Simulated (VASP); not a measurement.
Here is the system:

```
CELL_PARAMETERS angstrom
      0.00000     2.47500     2.47500
      2.47500     0.00000     2.47500
      2.47500     2.47500     0.00000
ATOMIC_POSITIONS crystal
  Pb 0.00000 0.00000 0.00000
```

Method: PBE GGA with D3 dispersion (Becke-Johnson damping), VASP's PBE PAW potentials (set 64) (plane waves; VASP). Numerical set-up: 520 eV cut-off, Gaussian smearing of 0.050 eV, potentials Pb_d.

Q: Give the energies of bands 6 to 9 at the high-symmetry points, in eV from the Fermi level.

A: 
```
band       Γ      X      U      L      W
----  ------  -----  -----  -----  -----
6     -11.82  -6.78  -6.86  -8.19  -6.67
7       7.36  -3.33  -2.34  -4.27  -1.43
8       7.36   1.99  -1.29   5.52  -1.43
9       7.36   1.99   2.92   5.52   0.20
```

It has no gap at this level: it comes out as a metal or semimetal.

The compound is Pb in the fcc structure. The cell was not relaxed at this level.
